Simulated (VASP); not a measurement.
# Be2Sn (Fm-3m) in VASP: further runs

The runs below take Be2Sn through single point, relaxation of cell and atoms, with PBEsol.

All numbers are computed with VASP 6.6.1; they aren't measurements. Logs are shortened: lines on timing, memory, paths and dates and some standing lists are left out, and cuts for length are marked.

## (1) The crystal as given

It takes space group Fm-3m (No. 225, cubic). The conventional cell has a = 5.760 Å, b = 5.760 Å, c = 5.760 Å, α = 90.00°, β = 90.00°, γ = 90.00°. Be (site symmetry -43m) has 4 Sn at 2.49 Å as nearest neighbours. Around Sn (site symmetry m-3m) lie 8 Be at 2.49 Å.

The cell comes from a database or a generator and needn't be the stable form of this composition.

## (2) Single point, PBEsol

INCAR

```
PREC = Accurate
ENCUT = 520
EDIFF = 1E-6
ISMEAR = 0
SIGMA = 0.1
LREAL = F
LASPH = T
NELM = 100
ALGO = Fast
ISIF = 2
LWAVE = F
LCHARG = T
GGA = PS
LELF = T
LVHAR = T
NBANDS = 16
```

KPOINTS

```
regular mesh
0
Gamma
  12 12 12
```

POSCAR

```
Be2Sn
1.0
    0.0000000000      2.8799607702      2.8799607702
    2.8799607702      0.0000000000      2.8799607702
    2.8799607702      2.8799607702      0.0000000000
Be Sn
2 1
Direct
    0.7500000000      0.7500000000      0.7500000000
    0.2500000000      0.2500000000      0.2500000000
    0.0000000000      0.0000000000      0.0000000000
```

Potentials or basis: VASP PAW PBE potentials, release 64 (Be, Sn_d).

Run with:

```sh
> cat potpaw_PBE.64/Be/POTCAR potpaw_PBE.64/Sn_d/POTCAR > POTCAR
> mpirun -np 1 vasp_std > vasp.out
```

OUTCAR:

```text
PREC = Accurate
   ENCUT = 520
   EDIFF = 1E-6
   ISMEAR = 0
   LREAL = F
   LASPH = T
   NELM = 100
   ISIF = 2
   GGA = PS

 ion  position               nearest neighbor table
   1  0.750  0.750  0.750-   3 2.49   3 2.49   3 2.49   3 2.49
   2  0.250  0.250  0.250-   3 2.49   3 2.49   3 2.49   3 2.49
   3  0.000  0.000  0.000-   1 2.49   1 2.49   1 2.49   1 2.49   2 2.49   2 2.49   2 2.49   2 2.49

  LATTYP: Found a face centered cubic cell.
 ALAT       =     5.7599215404

  Lattice vectors:

 A1 = (   0.0000000000,   2.8799607702,   2.8799607702)
 A2 = (   2.8799607702,   0.0000000000,   2.8799607702)
 A3 = (   2.8799607702,   2.8799607702,   0.0000000000)

Analysis of symmetry for initial positions (statically):
=====================================================================
 Subroutine PRICEL returns:
 Original cell was already a primitive cell.

 Routine SETGRP: Setting up the symmetry group for a
 face centered cubic supercell.

 Subroutine GETGRP returns: Found 48 space group operations
 (whereof 48 operations were pure point group operations)
 out of a pool of 48 trial point group operations.

The static configuration has the point symmetry O_h .

Analysis of symmetry for dynamics (positions and initial velocities):
=====================================================================
 Subroutine PRICEL returns:
 Original cell was already a primitive cell.

 Routine SETGRP: Setting up the symmetry group for a
 face centered cubic supercell.

 Subroutine GETGRP returns: Found 48 space group operations
 (whereof 48 operations were pure point group operations)
 out of a pool of 48 trial point group operations.

The dynamic configuration has the point symmetry O_h .

 Subroutine INISYM returns: Found 48 space group operations
 (whereof 48 operations are pure point group operations),
 and found     1 'primitive' translations

----------------------------------------------------------------------------------------

                                     Primitive cell

  volume of cell :      47.7738

  direct lattice vectors                    reciprocal lattice vectors
     0.000000000  2.879960770  2.879960770    -0.173613476  0.173613476  0.173613476
     2.879960770  0.000000000  2.879960770     0.173613476 -0.173613476  0.173613476
     2.879960770  2.879960770  0.000000000     0.173613476  0.173613476 -0.173613476

  length of vectors
     4.072879580  4.072879580  4.072879580     0.300707361  0.300707361  0.300707361

  position of ions in fractional coordinates (direct lattice)
     0.750000000  0.750000000  0.750000000
     0.250000000  0.250000000  0.250000000
     0.000000000  0.000000000  0.000000000

  ion indices of the primitive-cell ions
   primitive index   ion index
                 1           1
                 2           2
                 3           3

----------------------------------------------------------------------------------------

 KPOINTS: regular mesh

Automatic generation of k-mesh.
 Grid dimensions read from file:
 generate k-points for:   12   12   12

 Generating k-lattice:

  Cartesian coordinates                     Fractional coordinates (reciprocal lattice)
    -0.014467790  0.014467790  0.014467790     0.083333333  0.000000000  0.000000000
     0.014467790 -0.014467790  0.014467790     0.000000000  0.083333333  0.000000000
     0.014467790  0.014467790 -0.014467790     0.000000000  0.000000000  0.083333333

  Length of vectors
     0.025058947  0.025058947  0.025058947

  Shift w.r.t. Gamma in fractional coordinates (k-lattice)
     0.000000000  0.000000000  0.000000000

 Subroutine IBZKPT returns following result:
 ===========================================

 Found     72 irreducible k-points:

 Following reciprocal coordinates:
            Coordinates               Weight
  0.000000  0.000000  0.000000      1.000000
  0.083333  0.000000  0.000000      8.000000
  0.166667  0.000000  0.000000      8.000000
  0.250000  0.000000  0.000000      8.000000
  0.333333  0.000000  0.000000      8.000000
  0.416667  0.000000  0.000000      8.000000
[... 16 lines left out ...]
  0.500000  0.166667  0.000000     24.000000
 -0.416667  0.166667  0.000000     24.000000
 [... further k-points ...]
   k-points           NKPTS =     72   k-points in BZ     NKDIM =     72   number of bands    NBANDS=     16
   number of dos      NEDOS =    301   number of ions     NIONS =      3
   total plane-waves  NPLWV =  27000
   dimension x,y,z NGX =    30 NGY =   30 NGZ =   30
   dimension x,y,z NGXF=    60 NGYF=   60 NGZF=   60
   ions per type =               2   1
   NGX,Y,Z   is equivalent  to a cutoff of  12.25, 12.25, 12.25 a.u.
   NGXF,Y,Z  is equivalent  to a cutoff of  24.49, 24.49, 24.49 a.u.
 SYSTEM =  unknown system
   PREC   = accura    normal or accurate (medium, high low for compatibility)
   ISTART =      0    job   : 0-new  1-cont  2-samecut
   ICHARG =      2    charge: 1-file 2-atom 10-const
   ISPIN  =      1    spin polarized calculation?
   LNONCOLLINEAR =      F non collinear calculations
   LSORBIT =      F    spin-orbit coupling
   LASPH  =      T    aspherical Exc in radial PAW
   ENCUT  =  520.0 eV  38.22 Ry    6.18 a.u.   7.57  7.57  7.57*2*pi/ulx,y,z
   NELM   =    100;   NELMIN=  2; NELMDL= -5     # of ELM steps
   EDIFF  = 0.1E-05   stopping-criterion for ELM
   LREAL  =      F    real-space projection
   EDIFFG = 0.1E-04   stopping-criterion for IOM
   NSW    =      0    number of steps for IOM
   IBRION =     -1    ionic relax: 0-MD 1-quasi-New 2-CG
   NFREE  =      0    steps in history (QN), initial steepest desc. (CG)
   ISIF   =      2    stress and relaxation
   ISYM   =      2    0-nonsym 1-usesym 2-fastsym
   POTIM  = 0.5000    time-step for ionic-motion
   TEBEG  =    0.0;   TEEND  =   0.0 temperature during run
   PSTRESS=    0.0 pullay stress
   NELECT =      18.0000    total number of electrons
   NUPDOWN=      -1.0000    fix difference up-down
   EMIN   =  10.00;   EMAX   =-10.00  energy-range for DOS
   EFERMI =   0.00;   METHOD = LEGACY
   ISMEAR =     0;   SIGMA  =   0.10  broadening in eV -4-tet -1-fermi 0-gaus
   EFERMI_NEDOS =   21; number of points for ismear=-14 and -15
   IALGO  =     68    algorithm
   IMIX   =      4    mixing-type and parameters
     AMIX     =   0.40;   BMIX     =  1.00
     AMIX_MAG =   1.60;   BMIX_MAG =  1.00
  volume/ion in A,a.u.               =      15.92       107.46
  Fermi-wavevector in a.u.,A,eV,Ry     =   1.182413  2.234436 19.022303  1.398100
  Thomas-Fermi vector in A             =   2.318667
   LORBIT       =      0    0 simple, 1 ext, 2 COOP (PROOUT), +10 PAW based schemes
   GGA     = PS    functional components
   LHFCALC =     F    Hartree Fock is set to
   AEXX    =    0.0000 exact exchange contribution
   IVDW    =     0    specifies the selected vdW correction
   LEPSILON=     F    determine dielectric tensor
   LRPA    =     F    only Hartree local field effects (RPA)
 non-spin polarized calculation
 RMM-DIIS sequential band-by-band and
 Gauss-broadening in eV      SIGMA  =   0.10
  energy-cutoff  :      520.00
  volume of cell :       47.77
 maximum number of plane-waves:      1305
   NGX = 15   NGY = 15   NGZ = 15

 number of electron      17.9999991 magnetization

 Free energy of the ion-electron system (eV)
  ---------------------------------------------------
  ext. energy  EPLUGINS =         0.00000000
  ---------------------------------------------------
  free energy    TOTEN  =       -10.71912455 eV

  energy without entropy =      -10.71734349  energy(sigma->0) =      -10.71823402

 E-fermi :   7.0379     XC(G=0): -10.0443

 val. band max:        6.9823065696   @ k =   0.4167   0.3333   0.0000
 cond. band min:       7.0897945525   @ k =   0.2500   0.2500   0.0000
 fundamental gap:      0.1074879829
 Fermi energy:         7.0378944672

 k-point     1 :       0.0000    0.0000    0.0000
  band No.  band energies     occupation
      1     -14.5266      2.00000
      2     -14.5266      2.00000
      3     -14.5266      2.00000
      4     -14.4302      2.00000
      5     -14.4302      2.00000
      6      -4.3782      2.00000
[... 8 lines left out ...]
     15      12.4669      0.00000
     16      12.4669      0.00000

 k-point     2 :       0.0833    0.0000    0.0000
  band No.  band energies     occupation
      1     -14.5258      2.00000
      2     -14.5250      2.00000
      3     -14.5250      2.00000
      4     -14.4302      2.00000
      5     -14.4302      2.00000
      6      -4.2965      2.00000
[... 8 lines left out ...]
     15      12.3107      0.00000
     16      12.3107      0.00000

 k-point     3 :       0.1667    0.0000    0.0000
  band No.  band energies     occupation
      1     -14.5235      2.00000
      2     -14.5206      2.00000
      3     -14.5206      2.00000
      4     -14.4300      2.00000
      5     -14.4300      2.00000
      6      -4.0532      2.00000
[... 8 lines left out ...]
     15      12.2459      0.00000
     16      12.2459      0.00000

 k-point     4 :       0.2500    0.0000    0.0000
  band No.  band energies     occupation
      1     -14.5205      2.00000
      2     -14.5152      2.00000
      3     -14.5152      2.00000
      4     -14.4293      2.00000
      5     -14.4293      2.00000
      6      -3.6557      2.00000
[... 8 lines left out ...]
     15      12.7532      0.00000
     16      12.8389      0.00000
[... 324 lines left out ...]
 k-point    22 :       0.4167    0.1667    0.0000
  band No.  band energies     occupation
      1     -14.5213      2.00000
      2     -14.5023      2.00000
      3     -14.5000      2.00000
      4     -14.4351      2.00000
      5     -14.4224      2.00000
      6      -2.6620      2.00000
[... 8 lines left out ...]
     15      15.8358      0.00000
     16      15.8767      0.00000

 k-point    23 :       0.5000    0.1667    0.0000
  band No.  band energies     occupation
      1     -14.5163      2.00000
      2     -14.5025      2.00000
      3     -14.4986      2.00000
      4     -14.4325      2.00000
      5     -14.4234      2.00000
      6      -2.1399      2.00000
[... 8 lines left out ...]
     15      15.9752      0.00000
     16      16.1142      0.00000

 k-point    24 :      -0.4167    0.1667    0.0000
  band No.  band energies     occupation
      1     -14.5124      2.00000
      2     -14.5048      2.00000
      3     -14.4995      2.00000
      4     -14.4295      2.00000
      5     -14.4260      2.00000
      6      -2.0372      2.00000
[... 8 lines left out ...]
     15      14.7929      0.00000
     16      14.9910      0.00000

 [... further k-points ...]

------------------------ aborting loop because EDIFF is reached ----------------------------------------

  FORCE on cell =-STRESS in cart. coord.  units (eV):
  Direction    XX          YY          ZZ          XY          YZ          ZX
  --------------------------------------------------------------------------------------
  -------------------------------------------------------------------------------------
  Total        0.0268800      0.0268800      0.0268800      0.0000000      0.0000000      0.0000000
  in kB        0.9014678      0.9014678      0.9014678      0.0000000      0.0000000      0.0000000
  external PRESSURE =       0.9014678 kB  Pullay stress =       0.0000000 kB

 VOLUME and BASIS-vectors are now :
 -----------------------------------------------------------------------------
  energy-cutoff  :      520.00
  volume of cell :       47.77
      direct lattice vectors                 reciprocal lattice vectors
     0.000000000  2.879960770  2.879960770    -0.173613476  0.173613476  0.173613476
     2.879960770  0.000000000  2.879960770     0.173613476 -0.173613476  0.173613476
     2.879960770  2.879960770  0.000000000     0.173613476  0.173613476 -0.173613476

 POSITION                                       TOTAL-FORCE (eV/Angst)
 -----------------------------------------------------------------------------------
      4.31994      4.31994      4.31994         0.000000     -0.000000      0.000000
      1.43998      1.43998      1.43998        -0.000000     -0.000000     -0.000000
      0.00000      0.00000      0.00000         0.000000      0.000000      0.000000
 -----------------------------------------------------------------------------------
    total drift:                                0.000000     -0.000000     -0.000000

  FREE ENERGIE OF THE ION-ELECTRON SYSTEM (eV)
  ---------------------------------------------------
  free  energy   TOTEN  =       -10.7191245535 eV

  energy  without entropy=      -10.7173434923  energy(sigma->0) =      -10.71823402
```

Run time: 56 s. Hardware: 1 thread of Intel Xeon Platinum 8488C (Sapphire Rapids), shared host; peak memory 0.2 GiB.

Results:

| Property | Result |
| --- | --- |
| Free energy | -10.7191 eV |
| Pressure | 0.1 GPa |
| Band gap on the k mesh | none (metal or under the smearing width) |

Caveat: the PAW data sets were made with another functional, which shifts forces and pressure a little.

## (3) Relaxation of cell and atoms, PBEsol

INCAR

```
ALGO = Normal ; EDIFF = 1E-6
EDIFFG = -0.005 ; ENCUT = 600
GGA = PS ; IBRION = 2
ISIF = 3 ; ISMEAR = 0
LASPH = True ; LCHARG = False
LREAL = False ; LWAVE = False
NELM = 100 ; NSW = 100
PREC = Accurate ; SIGMA = 0.1
```

KPOINTS

```
k-points
0
Gamma
  12 12 12
```

POSCAR is that of step 2.

Potentials or basis: VASP PAW PBE potentials, release 64 (Be, Sn_d).

Run with:

```sh
> cat potpaw_PBE.64/Be/POTCAR potpaw_PBE.64/Sn_d/POTCAR > POTCAR
> mpirun -np 1 vasp_std > vasp.out
```

Wall time 87 s (1 thread of Intel Xeon Platinum 8488C (Sapphire Rapids), shared host); peak memory 0.23 GiB.

Results (log left out):

```yaml
Free_energy: -10.7195 eV
Relaxed_volume: 15.94 Å³/atom
Relaxed_cell: a = 4.075 Å, b = 4.075 Å, c = 4.075 Å, α = 60.00°, β = 60.00°, γ = 60.00°
Space_group_after_relaxing_to_0.05_Å: Fm-3m (No. 225)
Energy_gained_by_relaxing: 0.0 meV/atom
Ionic_steps: 3
Pressure_after_relaxing: 0.0 GPa
Band_gap_on_the_k_mesh: none (metal or under the smearing width)
```

Final structure:
```
Be Sn
1.0
     0.00000    2.88111    2.88111
     2.88111    0.00000    2.88111
     2.88111    2.88111    0.00000
Be Sn
2 1
Direct
  0.75000 0.75000 0.75000
  0.25000 0.25000 0.25000
  0.00000 0.00000 0.00000
```

Levels at points of the mesh, in eV from the Fermi level:
| k point | band 5 | band 6 | band 7 | band 8 | band 9 | band 10 | band 11 | band 12 | band 13 |
| --- | --- | --- | --- | --- | --- | --- | --- | --- | --- |
| (0.00, 0.00, 0.00) | -21.46 | -11.41 | 0.80 | 0.80 | 0.80 | 1.01 | 1.01 | 1.01 | 3.88 |
| (0.50, 0.00, 0.00) | -21.46 | -9.27 | -6.82 | -1.27 | -1.27 | 1.50 | 1.50 | 1.91 | 4.07 |
| (0.50, 0.50, 0.00) | -21.45 | -8.39 | -6.20 | -3.58 | -3.58 | -0.40 | 0.56 | 6.84 | 6.84 |

Caveat: the PAW data sets were made with another functional, which shifts forces and pressure a little.
